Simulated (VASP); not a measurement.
Here is the system:

```yaml
crystal:
  lattice:
    - [0.00000, 3.14500, 3.14500]
    - [3.14500, 0.00000, 3.14500]
    - [3.14500, 3.14500, 0.00000]
  atoms:
    - { symbol: K, position: [0.00000, 0.00000, 0.00000] }
    - { symbol: Cl, position: [0.50000, 0.50000, 0.50000] }
```

All values below come from r2SCAN meta-GGA, VASP's PBE PAW potentials (set 64) (plane waves; VASP 6.6.1). Settings: 480 eV cut-off, 8×8×8 Γ-centred mesh, Gaussian smearing of 0.050 eV, potentials K_sv Cl.

Each relaxation starts from this cell; other phases were not tried.

**Question.** The cell is relaxed at 10 GPa. What happens?

**Answer.** The volume per atom goes from 31.11 to 23.84 Å³ (-23.4 %), and the cell becomes a = 5.756 Å, b = 5.756 Å, c = 5.756 Å, α = 90.00°, β = 90.00°, γ = 90.00°, space group Fm-3m. The gap on the mesh goes from 5.83 to 6.60 eV.

**Question.** The cell is relaxed at 20 GPa. What happens?

**Answer.** The volume per atom goes from 31.11 to 21.02 Å³ (-32.4 %), and the cell becomes a = b = c = 5.520 Å, α = β = γ = 90.00°, space group Fm-3m. The gap on the mesh goes from 5.83 to 6.25 eV.

Failed runs are left out, and for metals the shear rows, which the mesh's noise covers.

The compound is KCl in the rock salt structure. The cell was not relaxed at this level.
